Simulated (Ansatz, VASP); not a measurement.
# Si83Ge37 (amorphous Si0.7Ge0.3) in two plane-wave programs

One calculation is typed for both programs; each brings its own data sets. How far apart do they land? Of the first pair: The structure shown is the start of the Ansatz relaxation below; VASP solves that cell, so the two are compared at the walk's first step.

Calculated with Ansatz 0.2.0; plane waves, with VASP 6.6.1 beside it; single point at PBE.

## Step 1: The starting structure

The cell holds 120 atoms: 83 Si and 37 Ge. Its edges and angles: a = 13.770 Å, b = 13.770 Å, c = 13.770 Å, α = 90.0°, β = 90.0°, γ = 90.0°. It derives from Si7Ge3 (amorphous Si0.7Ge0.3). As first built, before any earlier steps moved the atoms (in the runner's words): 120 atoms (84 Si, 36 Ge) placed at random at 3.16 g/cm^3, melted at 3500 K for 10 ps at fixed volume with the Tersoff potential (Tersoff, Phys. Rev. B 39, 5566 (1989)). Quenched from 3500 K to 700 K at 30 K/ps and fixed volume, held 5 ps, then minimised at fixed cell. Nearest the centre at fractional (0.420, 0.623, 0.742): Ge84 at 0.00 Å, Si34 at 2.33 Å, Si8 at 2.33 Å, Si30 at 2.34 Å, Si70 at 2.35 Å, Si16 at 3.53 Å, Si65 at 3.55 Å, Si57 at 3.58 Å.

## Step 2: Ansatz: relaxation, PBE

Ansatz runs on its default PAW (the set named soft_2) files.

The two programs are compared at the cell with which this relaxation starts, whose forces are those of its first step.

Contents of input.yaml:

```yaml
crystal:
  lattice:
    - [13.7704, 0.0, 0.0]
    - [0.0, 13.7704, 0.0]
    - [0.0, 0.0, 13.7704]
  atoms:
    - { symbol: Si, position: [0.05671, 0.99556, 0.87271] }
    - { symbol: Si, position: [0.83497, 0.35468, 0.50196] }
    - { symbol: Si, position: [0.27851, 0.94266, 0.99116] }
    - { symbol: Si, position: [0.55967, 0.51857, 0.99304] }
[... 2 atom lines left out ...]
    - { symbol: Si, position: [0.78676, 0.61321, 0.68358] }
    - { symbol: Si, position: [0.55031, 0.62293, 0.84933] }
[... 2 atom lines left out ...]
    - { symbol: Si, position: [0.57888, 0.705, 0.36598] }
[... 1 atom line left out ...]
    - { symbol: Si, position: [0.70341, 0.46218, 0.45642] }
    - { symbol: Si, position: [0.62272, 0.46991, 0.82526] }
[... 1 atom line left out ...]
    - { symbol: Si, position: [0.49311, 0.37761, 0.75992] }
    - { symbol: Si, position: [0.39732, 0.4695, 0.01047] }
[... 1 atom line left out ...]
    - { symbol: Si, position: [0.18037, 0.75413, 0.4626] }
    - { symbol: Si, position: [0.7708, 0.7263, 0.80806] }
[... 8 atom lines left out ...]
    - { symbol: Si, position: [0.87784, 0.88634, 0.02734] }
    - { symbol: Si, position: [0.39865, 0.96656, 0.51004] }
[... 3 atom lines left out ...]
    - { symbol: Si, position: [0.79346, 0.19791, 0.57241] }
[... 1 atom line left out ...]
    - { symbol: Si, position: [0.24937, 0.13448, 0.6219] }
[... 1 atom line left out ...]
    - { symbol: Si, position: [0.87827, 0.48967, 0.74564] }
[... 1 atom line left out ...]
    - { symbol: Si, position: [0.82445, 0.82391, 0.18167] }
[... 5 atom lines left out ...]
    - { symbol: Si, position: [0.70244, 0.06993, 0.09475] }
[... 1 atom line left out ...]
    - { symbol: Si, position: [0.80897, 0.512, 0.11233] }
[... 1 atom line left out ...]
    - { symbol: Si, position: [0.98849, 0.51993, 0.87191] }
[... 1 atom line left out ...]
    - { symbol: Si, position: [0.52683, 0.97845, 0.40124] }
    - { symbol: Si, position: [0.19715, 0.3876, 0.48545] }
[... 2 atom lines left out ...]
    - { symbol: Si, position: [0.5612, 0.85975, 0.28719] }
    - { symbol: Si, position: [0.4405, 0.89556, 0.99821] }
[... 7 atom lines left out ...]
    - { symbol: Si, position: [0.03104, 0.96336, 0.04071] }
[... 4 atom lines left out ...]
    - { symbol: Si, position: [0.47735, 0.12369, 0.84569] }
[... 1 atom line left out ...]
    - { symbol: Si, position: [0.6911, 0.40265, 0.04052] }
[... 2 atom lines left out ...]
    - { symbol: Si, position: [0.30673, 0.13841, 0.79128] }
[... 2 atom lines left out ...]
    - { symbol: Si, position: [0.16191, 0.84688, 0.06368] }
    - { symbol: Si, position: [0.32908, 0.67233, 0.4911] }
[... 1 atom line left out ...]
    - { symbol: Si, position: [0.07972, 0.28118, 0.83918] }
[... 2 atom lines left out ...]
    - { symbol: Si, position: [0.06501, 0.23182, 0.38486] }
[... 2 atom lines left out ...]
    - { symbol: Ge, position: [0.6081, 0.6732, 0.07107] }
[... 3 atom lines left out ...]
    - { symbol: Ge, position: [0.40711, 0.66739, 0.33436] }
[... 1 atom line left out ...]
    - { symbol: Ge, position: [0.14283, 0.61327, 0.8594] }
    - { symbol: Ge, position: [0.25092, 0.88153, 0.71903] }
[... 6 atom lines left out ...]
    - { symbol: Ge, position: [0.13685, 0.74128, 0.73631] }
[... 1 atom line left out ...]
    - { symbol: Ge, position: [0.55529, 0.21725, 0.71704] }
[... 3 atom lines left out ...]
    - { symbol: Ge, position: [0.39107, 0.35979, 0.42896] }
    - { symbol: Ge, position: [0.62841, 0.89825, 0.59949] }
[... 1 atom line left out ...]
    - { symbol: Ge, position: [0.07853, 0.66619, 0.58067] }
    - { symbol: Ge, position: [0.1965, 0.50104, 0.64319] }
    - { symbol: Ge, position: [0.64306, 0.56425, 0.58922] }
[... 4 atom lines left out ...]
    - { symbol: Ge, position: [0.4419, 0.90364, 0.67286] }
    - { symbol: Ge, position: [0.58268, 0.72968, 0.53687] }
[... 1 atom line left out ...]
    - { symbol: Ge, position: [0.46374, 0.03668, 0.11453] }
kpoints:
  mp_grid: { grid: [1, 1, 1] }
hamiltonian:
  xc: pbe
scf:
  occupations: { method: fermi_dirac, width: 0.05 }
output:
  forces: true
  eigenvalues: true
relax:
  f_tol: 0.05
  max_steps: 90
```

On the command line:

```bash
$ ansatz run input.yaml --threads 4 --pin off --max-ram 8192MiB --backend cpu --events-out ev --progress --plain --runs-dir out
```

Numbers of over 12 decimals in the logs are rounded to 6 here.

Log:

```text
Engine: ansatz 0.2.0, aarch64-unknown-linux-gnu
Pseudopotentials: kind: paw
Pseudopotential: Si, paw, valence charge 4, recommended cutoff 420 eV (normal), Si.paw.azcp
Pseudopotential: Ge, paw, valence charge 14, recommended cutoff 420 eV (normal), Ge.paw.azcp
Functional definition: PBE
  parameter kappa = 0.804
  parameter beta = 0.066725
  exchange = pbe_x(kappa = kappa, mu = beta*pi^2/3)
  correlation = pbe_c(beta = beta)
Crystal: 120 atoms, lattice volume = 2611.197 Å³
Basis set: ecut = 420 eV, 50883 PW (Γ), exchange–correlation on 192×192×192 points (8 copies of the dense FFT grid, shifted against one another)
Bands: 545, of which v1, the nominal top of the filled ones, is band 425 counted from 1 (424 counted from 0)
Symmetry: 1 space group operations
Space group: P1 (ITA 1), of the structure as read, at distance tolerance 1.4e-4 Å
k-points: 1
Non-local potential: Si, projectors of the file, l = 0: 2, l = 1: 2, l = 2: 2
Non-local potential: Ge, projectors of the file, l = 0: 2, l = 1: 2, l = 2: 3, l = 3: 1
PAW form: soft (Blöchl's): semilocal exchange-correlation on the pseudo side does not see the compensation charge
PAW one-centre angular grid: Si, 110 points (default); XC on 64 Gauss nodes
PAW one-centre angular grid: Ge, 590 points (default); XC on 64 Gauss nodes
Initial density: superposition of atomic densities (neutral atoms: chi_scale 0, normalization atom), corrected by the library's trained network
Initial wavefunctions: pseudopotential atomic-orbital guess
Functional: x = pbe(κ = 0.804, μ = 0.219515), c = pbe(β = 0.066725)
SCF iter   1: F=—  HF=-211659.384851 eV  |F-HF|=—  |Δ(HF+E_count)|=         —  Δρ=3.16e-3  dr2=7.23e-1  ethr=1.77e-3  ⟨swp⟩=6.0  Hψ=2199  notcnv=0  defer=30
preconditioner: auto → LDOS  [insulator: Δε(μ)=0.167 eV  Ē_g=7.597 eV  σ=0.050 eV  W_gap=0.67  n_scr=484 (ndim 8)  ℏωp=15.9 eV  f_vac=0.020  D(μ)=15.52/eV (n_scr^D=56)  ε∞_Penn≈5.4  β→1.0]
SCF iter   2: F=—  HF=-211659.348015 eV  |F-HF|=—  |Δ(HF+E_count)|=   3.68e-2  Δρ=1.73e-3  dr2=3.80e-1  ethr=8.50e-5  ⟨swp⟩=3.0  Hψ=869  notcnv=0  defer=83
SCF iter   3: F=—  HF=-211659.276464 eV  |F-HF|=—  |Δ(HF+E_count)|=   7.16e-2  Δρ=5.99e-4  dr2=4.87e-2  ethr=4.47e-5  ⟨swp⟩=2.0  Hψ=707  notcnv=0  defer=83
SCF iter   4: F=—  HF=-211659.270193 eV  |F-HF|=—  |Δ(HF+E_count)|=   6.27e-3  Δρ=2.32e-4  dr2=4.86e-3  ethr=5.73e-6  ⟨swp⟩=2.0  Hψ=688  notcnv=0  defer=83
SCF iter   5: F=—  HF=-211659.269603 eV  |F-HF|=—  |Δ(HF+E_count)|=   5.91e-4  Δρ=1.06e-4  dr2=9.28e-4  ethr=5.72e-7  ⟨swp⟩=2.0  Hψ=672  notcnv=0  defer=83
SCF iter   6: F=—  HF=-211659.269527 eV  |F-HF|=—  |Δ(HF+E_count)|=   7.56e-5  Δρ=5.25e-5  dr2=2.52e-4  ethr=1.09e-7  ⟨swp⟩=2.0  Hψ=673  notcnv=0  defer=83
SCF iter   7: F=-211659.269469 eV  HF=-211659.269498 eV  |F-HF|=2.90e-5  |Δ(HF+E_count)|=   2.91e-5  Δρ=2.25e-5  dr2=3.92e-5  ethr=7.35e-9  ⟨swp⟩=11.0  Hψ=2687  notcnv=0
SCF 1 converged in 7 iterations: F = -211659.269469 eV  dr2 = 3.92e-5
  greatest PAW one-centre occupation: 0.998 electrons in one spin orbital (limit 2), on the Ge atom at site 106 (counted from 0), in its partial waves of l = 2
relax step   1: F+E_penalty+E_count = -211659.26946925 eV  Δ(F+E_penalty+E_count) = +0.000e0 eV  max|allowed force component| = 4.150e-1 eV/Å  Δτ_max = 0.0000 Å  (7 SCF iters, dr2 threshold 6.25e-5 eV, accepted)
Initial density: handed on by an earlier stage of this run
Initial wavefunctions: those handed on with the density
iter 1 solved again at ethr=1.62e-6 eV; its pass at ethr=3.10e-3 eV (dr2=1.38e-2 eV) is discarded
SCF iter   1: F=—  HF=-211659.323206 eV  |F-HF|=—  |Δ(HF+E_count)|=         —  Δρ=7.25e-4  dr2=1.45e-2  ethr=1.62e-6  ⟨swp⟩=2.0  Hψ=1505  notcnv=0  defer=88
preconditioner: auto → LDOS  [insulator: Δε(μ)=0.117 eV  Ē_g=7.593 eV  σ=0.050 eV  W_gap=0.51  n_scr=484 (ndim 8)  ℏωp=15.9 eV  f_vac=0.022  D(μ)=21.11/eV (n_scr^D=80)  ε∞_Penn≈5.4  β→1.0]
SCF iter   2: F=—  HF=-211659.324279 eV  |F-HF|=—  |Δ(HF+E_count)|=   1.07e-3  Δρ=3.01e-4  dr2=1.34e-2  ethr=1.62e-6  ⟨swp⟩=2.0  Hψ=803  notcnv=0  defer=88
SCF iter   3: F=—  HF=-211659.321765 eV  |F-HF|=—  |Δ(HF+E_count)|=   2.51e-3  Δρ=1.02e-4  dr2=1.34e-3  ethr=1.57e-6  ⟨swp⟩=2.0  Hψ=752  notcnv=0  defer=88
SCF iter   4: F=—  HF=-211659.322557 eV  |F-HF|=—  |Δ(HF+E_count)|=   7.92e-4  Δρ=2.88e-5  dr2=7.36e-5  ethr=1.58e-7  ⟨swp⟩=2.0  Hψ=758  notcnv=0  defer=88
SCF iter   5: F=-211659.322541 eV  HF=-211659.322544 eV  |F-HF|=3.16e-6  |Δ(HF+E_count)|=   1.33e-5  Δρ=8.59e-6  dr2=4.79e-6  ethr=1.27e-9  ⟨swp⟩=9.0  Hψ=2602  notcnv=0
SCF 2 converged in 5 iterations: F = -211659.322541 eV  dr2 = 4.79e-6
relax step   2: F+E_penalty+E_count = -211659.32254084 eV  Δ(F+E_penalty+E_count) = -5.307e-2 eV  max|allowed force component| = 1.301e-1 eV/Å  Δτ_max = 0.0464 Å  (5 SCF iters, dr2 threshold 1.08e-5 eV, accepted)
[...]
- { symbol: Si, position: [0.243398, 0.914414, 0.463837] }
    - { symbol: Si, position: [0.492971, 0.378501, 0.759632] }
    - { symbol: Si, position: [0.397423, 0.469726, 0.010277] }
    - { symbol: Si, position: [0.901153, 0.302067, 0.354087] }
    - { symbol: Si, position: [0.180220, 0.753535, 0.462430] }
    - { symbol: Si, position: [0.771634, 0.726075, 0.808016] }
    - { symbol: Si, position: [0.217258, 0.00438809, 0.313647] }
    - { symbol: Ge, position: [0.416299, 0.628697, 0.745079] }
    - { symbol: Si, position: [0.719834, 0.607898, 0.352310] }
    - { symbol: Si, position: [0.821556, 0.294171, 0.975081] }
    - { symbol: Si, position: [0.816411, 0.150576, 0.874064] }
    - { symbol: Si, position: [0.840831, 0.174552, 0.125167] }
    - { symbol: Si, position: [0.489771, 0.098088, 0.282050] }
    - { symbol: Si, position: [0.232229, 0.862378, 0.219408] }
    - { symbol: Si, position: [0.878163, 0.886154, 0.027307] }
    - { symbol: Si, position: [0.398507, 0.966955, 0.509259] }
    - { symbol: Si, position: [0.428527, 0.741620, 0.613155] }
    - { symbol: Si, position: [0.899591, 0.756591, 0.919469] }
    - { symbol: Si, position: [0.281578, 0.232709, 0.045978] }
    - { symbol: Si, position: [0.793183, 0.197709, 0.572970] }
    - { symbol: Si, position: [0.278913, 0.535443, 0.792253] }
    - { symbol: Si, position: [0.249356, 0.134245, 0.621763] }
    - { symbol: Si, position: [0.660651, 0.913853, 0.867130] }
    - { symbol: Si, position: [0.877184, 0.488933, 0.745774] }
    - { symbol: Si, position: [0.445283, 0.742744, 0.080254] }
[...]
- { symbol: Si, position: [0.943840, 0.817419, 0.310664] }
    - { symbol: Si, position: [0.162096, 0.846943, 0.063649] }
    - { symbol: Si, position: [0.329190, 0.672375, 0.489513] }
    - { symbol: Si, position: [0.746631, 0.874338, 0.725935] }
    - { symbol: Si, position: [0.080101, 0.281344, 0.838888] }
    - { symbol: Si, position: [0.246006, 0.266478, 0.882918] }
    - { symbol: Si, position: [0.169349, 0.981147, 0.599269] }
    - { symbol: Si, position: [0.064809, 0.231739, 0.384786] }
    - { symbol: Ge, position: [0.732509, 0.230397, 0.737144] }
    - { symbol: Ge, position: [0.992580, 0.982119, 0.568350] }
    - { symbol: Ge, position: [0.607958, 0.673172, 0.071369] }
    - { symbol: Ge, position: [0.377369, 0.146722, 0.500666] }
    - { symbol: Ge, position: [0.051866, 0.071118, 0.307510] }
    - { symbol: Ge, position: [0.921952, 0.604226, 0.008562] }
    - { symbol: Ge, position: [0.407746, 0.667272, 0.333434] }
    - { symbol: Ge, position: [0.956346, 0.148191, 0.622363] }
    - { symbol: Ge, position: [0.141059, 0.613186, 0.859578] }
    - { symbol: Ge, position: [0.251876, 0.881834, 0.719502] }
    - { symbol: Ge, position: [0.289138, 0.564437, 0.239184] }
    - { symbol: Ge, position: [0.978892, 0.137596, 0.804441] }
    - { symbol: Ge, position: [0.874973, 0.681151, 0.402189] }
    - { symbol: Ge, position: [0.131635, 0.245540, 0.134894] }
    - { symbol: Ge, position: [0.746204, 0.656494, 0.184911] }
    - { symbol: Ge, position: [0.917264, 0.427943, 0.228742] }
    - { symbol: Ge, position: [0.137409, 0.741901, 0.736540] }
    - { symbol: Ge, position: [0.565271, 0.297073, 0.121050] }
    - { symbol: Ge, position: [0.555081, 0.217751, 0.717087] }
    - { symbol: Ge, position: [0.050931, 0.403522, 0.106804] }
    - { symbol: Ge, position: [0.612657, 0.230312, 0.284081] }
    - { symbol: Ge, position: [0.048667, 0.497586, 0.491118] }
    - { symbol: Ge, position: [0.390548, 0.360417, 0.429472] }
[...]
- { symbol: Ge, position: [0.932174, 0.970096, 0.396127] }
    - { symbol: Ge, position: [0.287191, 0.071530, 0.110339] }
    - { symbol: Ge, position: [0.574574, 0.335102, 0.430578] }
    - { symbol: Ge, position: [0.899124, 0.707075, 0.582257] }
    - { symbol: Ge, position: [0.441234, 0.905412, 0.672281] }
    - { symbol: Ge, position: [0.584033, 0.730843, 0.535616] }
    - { symbol: Ge, position: [0.112837, 0.229241, 0.561350] }
    - { symbol: Ge, position: [0.463707, 0.036696, 0.114301] }
```

## Step 3: VASP: single point, PBE, start cell, pair 1

The same cell, functional, mesh and smearing now go to VASP, with its own data sets.

Lines of VASP's logs that name or quote its potential files are left out, and so is its time.

Contents of INCAR:

```
SYSTEM = Si83Ge37
PREC = Accurate
ENCUT = 410
EDIFF = 1E-06
NELM = 120
ISMEAR = -1
SIGMA = 0.05
LREAL = Auto
ALGO = Normal
GGA = PE
NBANDS = 512
LORBIT = 11
LWAVE = .FALSE.
LCHARG = .FALSE.
ISIF = 2
LASPH = .TRUE.
GGA_COMPAT = .FALSE.
EFERMI = MIDGAP
NCORE = 4
```

Contents of POSCAR:

```
Si83Ge37
1.0
   13.7704000000      0.0000000000      0.0000000000
    0.0000000000     13.7704000000      0.0000000000
    0.0000000000      0.0000000000     13.7704000000
Si Ge
83 37
Direct
    0.0567085923      0.9955629466      0.8727124847
    0.8349721141      0.3546810550      0.5019607274
    0.2785104282      0.9426596177      0.9911622030
    0.5596714692      0.5185688143      0.9930430489
[... 2 atom lines left out ...]
    0.7867600070      0.6132065880      0.6835821763
    0.5503108116      0.6229303433      0.8493289955
[... 2 atom lines left out ...]
    0.5788793354      0.7049976762      0.3659806542
[... 1 atom line left out ...]
    0.7034073084      0.4621797479      0.4564210190
    0.6227197467      0.4699064660      0.8252628827
[... 1 atom line left out ...]
    0.4931084064      0.3776070412      0.7599198280
    0.3973232441      0.4694997967      0.0104717365
[... 1 atom line left out ...]
    0.1803723930      0.7541320514      0.4626009411
    0.7707982339      0.7262969848      0.8080593156
[... 8 atom lines left out ...]
    0.3986521815      0.9665587056      0.5100432812
    0.4279323767      0.7383227793      0.6174911404
[... 3 atom lines left out ...]
    0.2820397374      0.5379073956      0.7910009876
[... 1 atom line left out ...]
    0.6598864231      0.9138514495      0.8674620926
[... 1 atom line left out ...]
    0.4453901121      0.7426218556      0.0806875617
[... 1 atom line left out ...]
    0.1779469006      0.6785932144      0.0159327253
[... 5 atom lines left out ...]
    0.7695128682      0.3825233835      0.8196929646
[... 1 atom line left out ...]
    0.3275068262      0.6159298205      0.0715665485
[... 1 atom line left out ...]
    0.4986783245      0.9549904142      0.8429021670
[... 1 atom line left out ...]
    0.1971475048      0.3875994888      0.4854470458
    0.0903314355      0.3594013246      0.6807427526
[... 2 atom lines left out ...]
    0.4405028176      0.8955585894      0.9982135595
    0.3516165108      0.4002498112      0.8586097717
[... 7 atom lines left out ...]
    0.3442311044      0.5004429791      0.5276607796
[... 4 atom lines left out ...]
    0.4800586766      0.4992374949      0.6400685528
[... 1 atom line left out ...]
    0.6429878580      0.7484096323      0.9157686051
[... 2 atom lines left out ...]
    0.2237988729      0.9991866612      0.8452114681
[... 2 atom lines left out ...]
    0.3290826701      0.6723334108      0.4910968454
    0.7459405682      0.8748111892      0.7263115087
[... 1 atom line left out ...]
    0.2457081857      0.2670220182      0.8828574333
[... 2 atom lines left out ...]
    0.4198207750      0.6225309359      0.7415616104
[... 2 atom lines left out ...]
    0.6081014350      0.6731975832      0.0710727357
[... 3 atom lines left out ...]
    0.4071123569      0.6673880207      0.3343621100
[... 1 atom line left out ...]
    0.1428280950      0.6132719456      0.8594013246
    0.2509222681      0.8815284959      0.7190277697
[... 6 atom lines left out ...]
    0.1368515076      0.7412783942      0.7363112183
[... 1 atom line left out ...]
    0.5552925115      0.2172485912      0.7170379945
[... 3 atom lines left out ...]
    0.3910707024      0.3597934701      0.4289635740
    0.6284131180      0.8982527741      0.5994887585
[... 1 atom line left out ...]
    0.0785307616      0.6661897984      0.5806730378
    0.1965011910      0.5010384593      0.6431911927
    0.6430604775      0.5642464997      0.5892203567
[... 4 atom lines left out ...]
    0.4418971126      0.9036411433      0.6728635334
    0.5826773369      0.7296810550      0.5368689363
[... 1 atom line left out ...]
    0.4637410678      0.0366801255      0.1145282635
```

Contents of KPOINTS:

```
Automatic mesh
0
Gamma
1 1 1
0 0 0
```

Potentials, in the order of the species: Si and Ge_d (PBE family, release 64).

On the command line:

```bash
$ mpirun -np 16 vasp_gam
```

Log:

```text
[banner, memory and clock lines left out]
running   16 mpi-ranks, on    1 nodes
[...]
LDA part: xc-table for (Slater+PW92), standard interpolation
 POSCAR, INCAR and KPOINTS ok, starting setup
[...]
entering main loop
       N       E                     dE             d eps       ncg     rms          rms(c)
DAV:   1     0.156194130777E+05    0.15619E+05   -0.26934E+05  1176   0.302E+03
DAV:   2     0.292307962222E+04   -0.12696E+05   -0.12323E+05  1024   0.794E+02
DAV:   3    -0.128088019005E+03   -0.30512E+04   -0.28706E+04  1176   0.247E+02
DAV:   4    -0.574849777002E+03   -0.44676E+03   -0.42530E+03  1272   0.964E+01
[...]
DAV:  18    -0.590069166203E+03   -0.36859E-05   -0.17213E-05  1192   0.146E-02    0.350E-03
DAV:  19    -0.590069167988E+03   -0.17848E-05   -0.60710E-06   984   0.865E-03    0.143E-03
DAV:  20    -0.590069168671E+03   -0.68329E-06   -0.16609E-06   824   0.452E-03
   1 F= -.59006917E+03 E0= -.58998316E+03  d E =-.172023E+00
```

Parts of OUTCAR (step 3):

```text
  FREE ENERGIE OF THE ION-ELECTRON SYSTEM (eV)
  ---------------------------------------------------
  free  energy   TOTEN  =      -590.0691686711 eV

  energy  without entropy=     -589.8971453561  energy(sigma->0) =     -589.98315701

[... 1 further part left out ...]
```

The run ends at a pressure of -0.54 GPa, with forces up to 0.56 eV/Å.

## Step 4: Side by side

Known differences besides the potentials themselves: the cutoff is 420 eV in Ansatz and 410 eV in VASP (PREC = Accurate, projectors in real space). Total energies have different zeros and are not compared.

Forces on 8 of the 120 atoms, those with the largest forces and the largest differences (eV/Å; atoms numbered as in POSCAR):

| atom | Ansatz x, y, z | VASP x, y, z |
| --- | --- | --- |
| Si8 | 0.389, -0.067, 0.303 | 0.390, -0.072, 0.303 |
| Si30 | 0.038, 0.353, -0.391 | 0.041, 0.348, -0.389 |
| Si34 | -0.400, -0.281, 0.139 | -0.397, -0.277, 0.134 |
| Si70 | 0.197, -0.415, -0.333 | 0.194, -0.413, -0.328 |
| Ge84 | -0.222, 0.392, 0.279 | -0.222, 0.389, 0.277 |
| Ge87 | -0.026, 0.007, -0.034 | -0.032, 0.011, -0.040 |
| Ge94 | 0.005, 0.004, 0.002 | 0.001, 0.011, 0.005 |
| Ge106 | -0.009, -0.021, -0.037 | -0.018, -0.028, -0.042 |

The forces differ by 2.8 meV/Å r.m.s., which is 4.5 % of the r.m.s. force of 0.062 eV/Å (both taken over all components).

(Part 1 of 2 ends here.)

[Lines on the potential files, build, host, timing and source positions are cut from VASP's logs without a mark.]

[Logs are printed without paths, hosts, clocks, repeated set-up lines and the standing remarks that a program may print on its own settings, such as how far it seeks lower states.]

[Hosts, paths, dates, database ids (printed as entryN), source tags and the programs' standing remarks are cut or masked in the printed files.]
